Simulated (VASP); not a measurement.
All values below come from SCAN meta-GGA, VASP's PBE PAW potentials (set 64) (plane waves; VASP).

VASP ran on this input.

### KPOINTS
```
Automatic mesh
0
Gamma
  11 11 11
0 0 0
```

**POSCAR**
```
Pb
1
    0.0000000000     2.4750000000     2.4750000000
    2.4750000000     0.0000000000     2.4750000000
    2.4750000000     2.4750000000     0.0000000000
Pb
1
Direct
  0.0000000000   0.0000000000   0.0000000000
```

**INCAR**
```
SYSTEM  =  Pb
PREC  =  Accurate; ENCUT  =  520; LREAL  =  .FALSE.
LASPH  =  .TRUE.
EDIFF  =  1E-6; NELM  =  100; ALGO  =  Normal
LMAXMIX  =  4; LMIXTAU  =  .TRUE.
ISMEAR  =  1; SIGMA  =  0.1
METAGGA  =  SCAN
IBRION  =  2; NSW  =  60; ISIF  =  3
EDIFFG  =  -0.01
LWAVE  =  .FALSE.; LCHARG  =  .FALSE.
```

POTCAR, in this order: Pb_d (PBE.64 set). Program: vasp_std.

Output

**OSZICAR**
```
       N       E                     dE             d eps       ncg     rms          rms(c)
DAV:   1     0.337839969232E+02    0.33784E+02   -0.76814E+03  1250   0.154E+03
DAV:   2    -0.743541492022E+02   -0.10814E+03   -0.10610E+03  1262   0.336E+02
DAV:   3    -0.789596890379E+02   -0.46055E+01   -0.45791E+01  1497   0.811E+01
DAV:   4    -0.790689071421E+02   -0.10922E+00   -0.10916E+00  1481   0.140E+01
DAV:   5    -0.790737476045E+02   -0.48405E-02   -0.48403E-02  1577   0.266E+00    0.153E+00
DAV:   6    -0.756370131807E+02    0.34367E+01   -0.23739E+00  1424   0.384E+01    0.653E-01
DAV:   7    -0.757043500744E+02   -0.67337E-01   -0.20841E-01  1400   0.106E+01    0.102E-01
DAV:   8    -0.757528111390E+02   -0.48461E-01   -0.91431E-02  1244   0.394E+00    0.937E-02
DAV:   9    -0.757449186974E+02    0.78924E-02   -0.39426E-03  1397   0.125E+00    0.744E-02
DAV:  10    -0.757410512877E+02    0.38674E-02   -0.86114E-03  1253   0.138E+00    0.490E-02
DAV:  11    -0.757405699047E+02    0.48138E-03   -0.20416E-04  1484   0.216E-01    0.394E-02
DAV:  12    -0.757405558171E+02    0.14088E-04   -0.45326E-06  1394   0.255E-02    0.381E-02
DAV:  13    -0.757394115119E+02    0.11443E-02   -0.10241E-03  1256   0.538E-01    0.156E-02
DAV:  14    -0.757398733701E+02   -0.46186E-03   -0.32815E-04  1301   0.255E-01    0.420E-03
DAV:  15    -0.757399561704E+02   -0.82800E-04   -0.69191E-05  1322   0.115E-01    0.291E-03
DAV:  16    -0.757399701073E+02   -0.13937E-04   -0.22678E-06  1417   0.178E-02    0.203E-03
DAV:  17    -0.757399791031E+02   -0.89958E-05   -0.40411E-07   826   0.870E-03    0.176E-03
DAV:  18    -0.757399898007E+02   -0.10698E-04   -0.14874E-06  1247   0.165E-02    0.738E-04
DAV:  19    -0.757399914563E+02   -0.16555E-05   -0.42802E-08   643   0.254E-03    0.569E-04
DAV:  20    -0.757399927969E+02   -0.13407E-05   -0.48110E-08   628   0.374E-03    0.247E-04
DAV:  21    -0.757399945621E+02   -0.17651E-05   -0.12098E-08   634   0.147E-03    0.134E-04
DAV:  22    -0.757399952072E+02   -0.64510E-06   -0.32059E-09   634   0.731E-04
   1 F= -.75739995E+02 E0= -.75740014E+02  d E =-.757400E+02
       N       E                     dE             d eps       ncg     rms          rms(c)
DAV:   1    -0.757511682405E+02   -0.11174E-01   -0.33846E-01  1457   0.137E+01    0.531E-01
DAV:   2    -0.757417027899E+02    0.94655E-02   -0.21431E-02  1397   0.325E+00    0.213E-01
DAV:   3    -0.757399450912E+02    0.17577E-02   -0.97254E-03  1394   0.175E+00    0.249E-02
DAV:   4    -0.757396753648E+02    0.26973E-03   -0.48900E-04  1232   0.254E-01    0.151E-02
DAV:   5    -0.757398502361E+02   -0.17487E-03   -0.16568E-04  1244   0.123E-01    0.129E-02
DAV:   6    -0.757400064225E+02   -0.15619E-03   -0.44964E-05  1283   0.784E-02    0.708E-03
DAV:   7    -0.757400340766E+02   -0.27654E-04   -0.67162E-06  1367   0.436E-02    0.336E-03
DAV:   8    -0.757400562503E+02   -0.22174E-04   -0.70723E-06  1235   0.388E-02    0.274E-04
DAV:   9    -0.757400480418E+02    0.82084E-05   -0.78311E-07   900   0.132E-02    0.298E-04
DAV:  10    -0.757400498753E+02   -0.18335E-05   -0.55294E-08   628   0.412E-03    0.174E-04
DAV:  11    -0.757400509907E+02   -0.11154E-05   -0.60799E-08   619   0.280E-03    0.764E-05
DAV:  12    -0.757400512282E+02   -0.23745E-06   -0.92580E-09   616   0.194E-03
   2 F= -.75740051E+02 E0= -.75740072E+02  d E =-.560210E-04
       N       E                     dE             d eps       ncg     rms          rms(c)
DAV:   1    -0.757425982505E+02   -0.25473E-02   -0.75209E-02  1448   0.636E+00    0.252E-01
DAV:   2    -0.757406048216E+02    0.19934E-02   -0.48103E-03  1397   0.155E+00    0.100E-01
DAV:   3    -0.757404476863E+02    0.15714E-03   -0.21637E-03  1391   0.831E-01    0.119E-02
DAV:   4    -0.757402364315E+02    0.21125E-03   -0.14461E-04  1232   0.132E-01    0.656E-03
DAV:   5    -0.757402105733E+02    0.25858E-04   -0.33003E-05  1238   0.573E-02    0.581E-03
DAV:   6    -0.757401411204E+02    0.69453E-04   -0.86723E-06  1262   0.348E-02    0.334E-03
DAV:   7    -0.757401133198E+02    0.27801E-04   -0.10843E-06  1004   0.188E-02    0.149E-03
DAV:   8    -0.757401019665E+02    0.11353E-04   -0.12122E-06  1230   0.151E-02    0.318E-04
DAV:   9    -0.757401043793E+02   -0.24128E-05   -0.14121E-07   619   0.587E-03    0.107E-04
DAV:  10    -0.757401033213E+02    0.10579E-05   -0.16338E-08   616   0.226E-03    0.735E-05
DAV:  11    -0.757401031790E+02    0.14233E-06   -0.71155E-09   616   0.115E-03
   3 F= -.75740103E+02 E0= -.75740123E+02  d E =-.107972E-03
       N       E                     dE             d eps       ncg     rms          rms(c)
DAV:   1    -0.757405069011E+02   -0.40358E-03   -0.11856E-02  1448   0.254E+00    0.997E-02
DAV:   2    -0.757401129817E+02    0.39392E-03   -0.75446E-04  1397   0.613E-01    0.398E-02
DAV:   3    -0.757400278908E+02    0.85091E-04   -0.34093E-04  1391   0.329E-01    0.469E-03
DAV:   4    -0.757400388852E+02   -0.10994E-04   -0.19905E-05  1232   0.497E-02    0.270E-03
DAV:   5    -0.757400582657E+02   -0.19380E-04   -0.54536E-06  1238   0.228E-02    0.236E-03
DAV:   6    -0.757400864015E+02   -0.28136E-04   -0.14466E-06  1256   0.142E-02    0.133E-03
DAV:   7    -0.757400953176E+02   -0.89161E-05   -0.17801E-07   628   0.786E-03    0.609E-04
DAV:   8    -0.757400993669E+02   -0.40494E-05   -0.18440E-07   616   0.624E-03    0.122E-04
DAV:   9    -0.757400981040E+02    0.12630E-05   -0.40494E-08   616   0.419E-03    0.104E-04
DAV:  10    -0.757400989686E+02   -0.86469E-06   -0.85458E-09   616   0.185E-03
   4 F= -.75740099E+02 E0= -.75740119E+02  d E =-.103761E-03
```

**OUTCAR**
```
------------------------ aborting loop because EDIFF is reached ----------------------------------------
  FORCE on cell =-STRESS in cart. coord.  units (eV):
  Direction    XX          YY          ZZ          XY          YZ          ZX
  --------------------------------------------------------------------------------------
  Total       -0.0002447     -0.0002447     -0.0002447      0.0000000      0.0000000      0.0000000
  in kB       -0.0128570     -0.0128570     -0.0128570      0.0000000      0.0000000      0.0000000
  external PRESSURE =      -0.0128570 kB  Pullay stress =       0.0000000 kB
  volume of cell :       30.50
      direct lattice vectors                 reciprocal lattice vectors
    -0.000000000  2.479747740  2.479747740    -0.201633413  0.201633413  0.201633413
     2.479747740 -0.000000000  2.479747740     0.201633413 -0.201633413  0.201633413
     2.479747740  2.479747740  0.000000000     0.201633413  0.201633413 -0.201633413
 POSITION                                       TOTAL-FORCE (eV/Angst)
 -----------------------------------------------------------------------------------
      2.47975      2.47975      0.00000        -0.000000      0.000000      0.000000
 -----------------------------------------------------------------------------------
    total drift:                                0.000000      0.000000     -0.000000
  FREE ENERGIE OF THE ION-ELECTRON SYSTEM (eV)
  ---------------------------------------------------
  free  energy   TOTEN  =       -75.7400989686 eV

  energy  without entropy=      -75.7401600968  energy(sigma->0) =      -75.74011934

 reached required accuracy - stopping structural energy minimisation
```
(Selected blocks of OUTCAR.)

CONTCAR:
```
Pb
   1.00000000000000
    -0.0000000000000000    2.4797477403427419    2.4797477403427419
     2.4797477403427419   -0.0000000000000000    2.4797477403427419
     2.4797477403427419    2.4797477403427419    0.0000000000000000
  Pb
     1
Direct
     0.0000000000000000    0.0000000000000000    1.0000000000000000
```

The compound is Pb in the fcc structure. This run relaxes it. Symmetry was kept, so distortions that lower it aren't found.
